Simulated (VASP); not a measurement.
# SbW2 (Fm-3m) in VASP: notebook

One crystal, SbW2, is run at these levels: PBE, PBEsol; tasks: relaxation of cell and atoms.

All numbers are computed with VASP 6.6.1; they aren't measurements. Logs are shortened: lines on timing, memory, paths and dates and some standing lists are left out, and cuts for length are marked.

## (1) The structure

The structure is cubic, space group Fm-3m (No. 225). The conventional cell has a = 6.266 Å, b = 6.266 Å, c = 6.266 Å, α = 90.00°, β = 90.00°, γ = 90.00°. Around Sb (site symmetry m-3m) lie 8 W at 2.71 Å. Around W (site symmetry -43m) lie 4 Sb at 2.71 Å.

The cell was built by a generator and needn't be a form met in nature.

## (2) Relaxation of cell and atoms, PBE

The input, INCAR:

```
SYSTEM = SbW2
  PREC = Accurate
  ENCUT = 600
  EDIFF = 1E-6
  ISMEAR = -1
  SIGMA = 0.05
  LREAL = .False.
  LASPH = .True.
  NELM = 100
  ALGO = Fast
  ISIF = 3
  LWAVE = .False.
  LCHARG = .False.
  GGA = PE
  IBRION = 2
  NSW = 60
  EDIFFG = -0.02
```

The input, KPOINTS:

```
regular mesh
0
Gamma
  7 7 7
  0 0 0
```

The input, POSCAR:

```
SbW2
1.0
    0.0000000000      3.1330100000      3.1330100000
    3.1330100000      0.0000000000      3.1330100000
    3.1330100000      3.1330100000      0.0000000000
Sb W
1 2
Direct
    0.5000000000      0.5000000000      0.5000000000
    0.2500000000      0.2500000000      0.2500000000
    0.7500000000      0.7500000000      0.7500000000
```

Potentials or basis: VASP PAW PBE potentials, release 64 (Sb, W_sv).

On the command line:

```bash
$ cat potpaw_PBE.64/Sb/POTCAR potpaw_PBE.64/W_sv/POTCAR > POTCAR
$ mpirun -np 1 vasp_std > vasp.out
```

OUTCAR:

```text
SYSTEM = SbW2
   PREC = Accurate
   ENCUT = 600
   EDIFF = 1E-6
   ISMEAR = -1
   LREAL = .False.
   LASPH = .True.
   NELM = 100
   ISIF = 3
   GGA = PE
   IBRION = 2
   NSW = 60
   EDIFFG = -0.02

 ion  position               nearest neighbor table
   1  0.500  0.500  0.500-   2 2.71   2 2.71   2 2.71   3 2.71   3 2.71   3 2.71   3 2.71   2 2.71

   2  0.250  0.250  0.250-   1 2.71   1 2.71   1 2.71   1 2.71   3 3.13   3 3.13   3 3.13   3 3.13
                             3 3.13   3 3.13
   3  0.750  0.750  0.750-   1 2.71   1 2.71   1 2.71   1 2.71   2 3.13   2 3.13   2 3.13   2 3.13
                             2 3.13   2 3.13

  LATTYP: Found a face centered cubic cell.
 ALAT       =     6.2660200000

  Lattice vectors:

 A1 = (   0.0000000000,   3.1330100000,   3.1330100000)
 A2 = (   3.1330100000,   0.0000000000,   3.1330100000)
 A3 = (   3.1330100000,   3.1330100000,   0.0000000000)

Analysis of symmetry for initial positions (statically):
=====================================================================
 Subroutine PRICEL returns:
 Original cell was already a primitive cell.

 Routine SETGRP: Setting up the symmetry group for a
 face centered cubic supercell.

 Subroutine GETGRP returns: Found 48 space group operations
 (whereof 48 operations were pure point group operations)
 out of a pool of 48 trial point group operations.

The static configuration has the point symmetry O_h .

Analysis of symmetry for dynamics (positions and initial velocities):
=====================================================================
 Subroutine PRICEL returns:
 Original cell was already a primitive cell.

 Routine SETGRP: Setting up the symmetry group for a
 face centered cubic supercell.

 Subroutine GETGRP returns: Found 48 space group operations
 (whereof 48 operations were pure point group operations)
 out of a pool of 48 trial point group operations.

The dynamic configuration has the point symmetry O_h .

 Subroutine INISYM returns: Found 48 space group operations
 (whereof 48 operations are pure point group operations),
 and found     1 'primitive' translations

----------------------------------------------------------------------------------------

                                     Primitive cell

  volume of cell :      61.5057

  direct lattice vectors                    reciprocal lattice vectors
[... 74 lines left out ...]
 SYSTEM =  SbW2
   PREC   = accura    normal or accurate (medium, high low for compatibility)
   ISTART =      0    job   : 0-new  1-cont  2-samecut
   ICHARG =      2    charge: 1-file 2-atom 10-const
   ISPIN  =      1    spin polarized calculation?
   LNONCOLLINEAR =      F non collinear calculations
   LSORBIT =      F    spin-orbit coupling
   LASPH  =      T    aspherical Exc in radial PAW
   ENCUT  =  600.0 eV  44.10 Ry    6.64 a.u.   8.85  8.85  8.85*2*pi/ulx,y,z
   NELM   =    100;   NELMIN=  2; NELMDL= -5     # of ELM steps
   EDIFF  = 0.1E-05   stopping-criterion for ELM
   LREAL  =      F    real-space projection
   EDIFFG = -.2E-01   stopping-criterion for IOM
   NSW    =     60    number of steps for IOM
   IBRION =      2    ionic relax: 0-MD 1-quasi-New 2-CG
   NFREE  =      1    steps in history (QN), initial steepest desc. (CG)
   ISIF   =      3    stress and relaxation
   ISYM   =      2    0-nonsym 1-usesym 2-fastsym
   POTIM  = 0.5000    time-step for ionic-motion
   TEBEG  =    0.0;   TEEND  =   0.0 temperature during run
   PSTRESS=    0.0 pullay stress
   NELECT =      33.0000    total number of electrons
   NUPDOWN=      -1.0000    fix difference up-down
   EMIN   =  10.00;   EMAX   =-10.00  energy-range for DOS
   EFERMI =   0.00;   METHOD = LEGACY
   ISMEAR =    -1;   SIGMA  =   0.05  broadening in eV -4-tet -1-fermi 0-gaus
   EFERMI_NEDOS =   21; number of points for ismear=-14 and -15
   IALGO  =     68    algorithm
   IMIX   =      4    mixing-type and parameters
     AMIX     =   0.40;   BMIX     =  1.00
     AMIX_MAG =   1.60;   BMIX_MAG =  1.00
  volume/ion in A,a.u.               =      20.50       138.35
  Fermi-wavevector in a.u.,A,eV,Ry     =   1.330274  2.513853 24.077255  1.769628
  Thomas-Fermi vector in A             =   2.459373
   LORBIT       =      0    0 simple, 1 ext, 2 COOP (PROOUT), +10 PAW based schemes
   GGA     = PE    functional components
   LHFCALC =     F    Hartree Fock is set to
   AEXX    =    0.0000 exact exchange contribution
   IVDW    =     0    specifies the selected vdW correction
   LEPSILON=     F    determine dielectric tensor
   LRPA    =     F    only Hartree local field effects (RPA)
 conjugate gradient relaxation of ions
 non-spin polarized calculation
 RMM-DIIS sequential band-by-band and
  energy-cutoff  :      600.00
  volume of cell :       61.51
 maximum number of plane-waves:      2085
   NGX = 17   NGY = 17   NGZ = 17

--------------------------------------- Ionic step        1  -------------------------------------------

 number of electron      33.0000001 magnetization

 Free energy of the ion-electron system (eV)
  ---------------------------------------------------
  ext. energy  EPLUGINS =         0.00000000
  ---------------------------------------------------
  free energy    TOTEN  =       -25.60028583 eV

  energy without entropy =      -25.56467322  energy(sigma->0) =      -25.58247952

------------------------ aborting loop because EDIFF is reached ----------------------------------------

  FORCE on cell =-STRESS in cart. coord.  units (eV):
  Direction    XX          YY          ZZ          XY          YZ          ZX
  --------------------------------------------------------------------------------------
  -------------------------------------------------------------------------------------
  Total        0.0795877      0.0795877      0.0795877     -0.0000000     -0.0000000      0.0000000
  in kB        2.0732009      2.0732009      2.0732009     -0.0000000     -0.0000000      0.0000000
  external PRESSURE =       2.0732009 kB  Pullay stress =       0.0000000 kB
[... 61 lines left out ...]
--------------------------------------- Ionic step        3  -------------------------------------------

 number of electron      33.0000001 magnetization

 Free energy of the ion-electron system (eV)
  ---------------------------------------------------
  ext. energy  EPLUGINS =         0.00000000
  ---------------------------------------------------
  free energy    TOTEN  =       -25.60034003 eV

  energy without entropy =      -25.56464575  energy(sigma->0) =      -25.58249289

 E-fermi :   9.3213     XC(G=0): -11.7436

 val. band max:        9.3027566619   @ k =  -0.4286   0.1429   0.0000
 cond. band min:       9.3295054933   @ k =   0.2857   0.2857   0.0000
 fundamental gap:      0.0267488313
 Fermi energy:         9.3212702021

 k-point     1 :       0.0000    0.0000    0.0000
  band No.  band energies     occupation
      1     -64.7540      2.00000
      2     -64.7241      2.00000
      3     -29.0543      2.00000
      4     -29.0543      2.00000
      5     -29.0543      2.00000
      6     -28.8679      2.00000
[... 479 lines left out ...]
  FREE ENERGIE OF THE ION-ELECTRON SYSTEM (eV)
  ---------------------------------------------------
  free  energy   TOTEN  =       -25.6003400327 eV

  energy  without entropy=      -25.5646457541  energy(sigma->0) =      -25.58249289

 reached required accuracy - stopping structural energy minimisation
```

OSZICAR:

```text
N       E                     dE             d eps       ncg     rms          rms(c)
DAV:   1     0.373506707601E+03    0.37351E+03   -0.20451E+04   832   0.186E+03
DAV:   2    -0.105831311811E+02   -0.38409E+03   -0.37770E+03   896   0.516E+02
DAV:   3    -0.261459807053E+02   -0.15563E+02   -0.14648E+02   996   0.968E+01
[... 28 lines left out ...]
RMM:   3    -0.256003279236E+02    0.15842E-03   -0.28315E-03   856   0.360E-01    0.111E-01
RMM:   4    -0.256003643331E+02   -0.36409E-04   -0.49689E-04   814   0.155E-01    0.681E-02
RMM:   5    -0.256003358352E+02    0.28498E-04   -0.21154E-04   851   0.113E-01    0.424E-03
RMM:   6    -0.256003408813E+02   -0.50460E-05   -0.54953E-05   964   0.477E-02    0.150E-02
RMM:   7    -0.256003400327E+02    0.84854E-06   -0.60198E-06   645   0.205E-02
   3 F= -.25600340E+02 E0= -.25582493E+02  d E =-.542030E-04
```

Run time: 33 s. Hardware: 1 thread of Intel Xeon 6975P-C (Granite Rapids), shared host; peak memory 0.22 GiB.

What came out:

- Free energy: -25.6003 eV
- Relaxed volume: 20.53 Å³/atom
- Relaxed cell: a = 4.432 Å, b = 4.432 Å, c = 4.432 Å, α = 60.00°, β = 60.00°, γ = 60.00°
- Space group after relaxing (to 0.05 Å): Fm-3m (No. 225)
- Energy gained by relaxing: 0.0 meV/atom
- Ionic steps: 3
- Pressure after relaxing: 0.1 GPa

Final structure:
```
Sb W
1.0
     0.00000    3.13419    3.13419
     3.13419    0.00000    3.13419
     3.13419    3.13419    0.00000
Sb W
1 2
Direct
  0.50000 0.50000 0.50000
  0.25000 0.25000 0.25000
  0.75000 0.75000 0.75000
```

Levels at points of the mesh, in eV from the Fermi level:
```tsv
k point	band 13	band 14	band 15	band 16	band 17	band 18	band 19	band 20
(0.00, 0.00, 0.00)	-3.03	-3.03	0.83	1.65	1.65	1.65	3.51	3.51
```

Caveat: the bands computed are all filled at some k points, so no gap is given. The run has no spin-orbit coupling, so splittings on Sb, W are missing.

## (3) Relaxation of cell and atoms, PBEsol

INCAR, as its differences from that of step 2:

```diff
@@ -13,3 +13,3 @@
   LCHARG = .False.
-  GGA = PE
+  GGA = PS
   IBRION = 2
```

KPOINTS is that of step 2.

POSCAR is that of step 2.

Potentials or basis: VASP PAW PBE potentials, release 64 (Sb, W_sv).

On the command line:

```bash
$ cat potpaw_PBE.64/Sb/POTCAR potpaw_PBE.64/W_sv/POTCAR > POTCAR
$ mpirun -np 1 vasp_std > vasp.out
```

Run time: 53 s. Hardware: 1 thread of Intel Xeon 6975P-C (Granite Rapids), shared host; peak memory 0.22 GiB.

It converged, with:

* Free energy: -27.6954 eV
* Relaxed volume: 19.92 Å³/atom
* Relaxed cell: a = 4.389 Å, b = 4.389 Å, c = 4.389 Å, α = 60.00°, β = 60.00°, γ = 60.00°
* Space group after relaxing (to 0.05 Å): Fm-3m (No. 225)
* Energy gained by relaxing: 9.8 meV/atom
* Ionic steps: 3
* Pressure after relaxing: -0.1 GPa

Step by step:
```tsv
step	energy change (eV)	largest force (eV/Å)	pressure (GPa)	volume (Å³)
1	0.0000	0.0000	-5.16	61.51
2	0.1391	0.0000	14.60	55.81
3	-0.0294	0.0000	-0.14	59.77
```

Final structure:
```
CELL_PARAMETERS angstrom
0.00000 3.10329 3.10329
3.10329 0.00000 3.10329
3.10329 3.10329 0.00000
ATOMIC_POSITIONS crystal
Sb 0.50000 0.50000 0.50000
W 0.25000 0.25000 0.25000
W 0.75000 0.75000 0.75000
```

Levels at points of the mesh, in eV from the Fermi level:
```tsv
k point	band 13	band 14	band 15	band 16	band 17	band 18	band 19	band 20
(0.00, 0.00, 0.00)	-3.13	-3.13	0.92	1.74	1.74	1.74	3.70	3.70
```

Caveat: the bands computed are all filled at some k points, so no gap is given; the PAW data sets were made with another functional, which shifts forces and pressure a little. Spin-orbit coupling is left out, which matters for the levels of Sb, W.
